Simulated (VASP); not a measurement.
Input:

```
PtTe2
1.0
    4.02007     0.00000     0.00000
   -2.01003     3.48148     0.00000
    0.00000     0.00000    19.86899
Te Pt
2 1
Direct
  0.66667   0.33333   0.42992
  0.33333   0.66667   0.57008
  0.00000   0.00000   0.50000
```

Calculation: PBE GGA, VASP's PBE PAW potentials (set 64) (plane waves; VASP 6.6.1). Numerical set-up: PREC = Normal, 400 eV cut-off, 12×12×1 Γ-centred mesh, first-order Methfessel-Paxton smearing of 0.10 eV, potentials Te Pt.

Problem. Estimate the energy per atom (σ→0).

Solution. 
```
Quantity                       Result
---------------------  --------------
energy per atom (σ→0)  -4.496 eV/atom
```

Total energies compare only between runs with the same potentials, cut-off and functional.

The cell is a sheet with vacuum, built from PtTe2 (1T layered).
